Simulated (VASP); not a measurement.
Input:

```
CELL_PARAMETERS angstrom
      1.20811    -2.09250     0.00000
      1.20811     2.09250     0.00000
      0.00000     0.00000     6.81045
ATOMIC_POSITIONS crystal
  C  0.00000 0.00000 0.25000
  C  0.00000 0.00000 0.75000
  C  0.33333 0.66667 0.25000
  C  0.66667 0.33333 0.75000
```

Computed with PBE GGA with D3 dispersion (zero damping), VASP's PBE PAW potentials (set 64) (plane waves; VASP). Numerical set-up: 520 eV cut-off, 10×10×3 Γ-centred mesh, Gaussian smearing of 0.050 eV, potentials C.

Problem. The ions and cell shape at fixed volume are relaxed. Predict the relaxed structure.

Solution. 
```
CELL_PARAMETERS angstrom
      1.23101    -2.13218     0.00000
      1.23101     2.13218     0.00000
      0.00000     0.00000     6.55935
ATOMIC_POSITIONS crystal
  C  0.00000 0.00000 0.25000
  C  0.00000 0.00000 0.75000
  C  0.33333 0.66667 0.25000
  C  0.66667 0.33333 0.75000
```
Space group P6_3/mmc (194), at a tolerance of 0.03 Å.

Problem. How much energy does the relaxation gain?

Solution. The energy (σ→0) changes by -27.8 meV/atom, in 3 ionic steps.

The compound is C in the graphite structure. This cell is one point of a volume scan, at 0.94 of the reference volume. Symmetry was kept, so distortions that lower it aren't found.
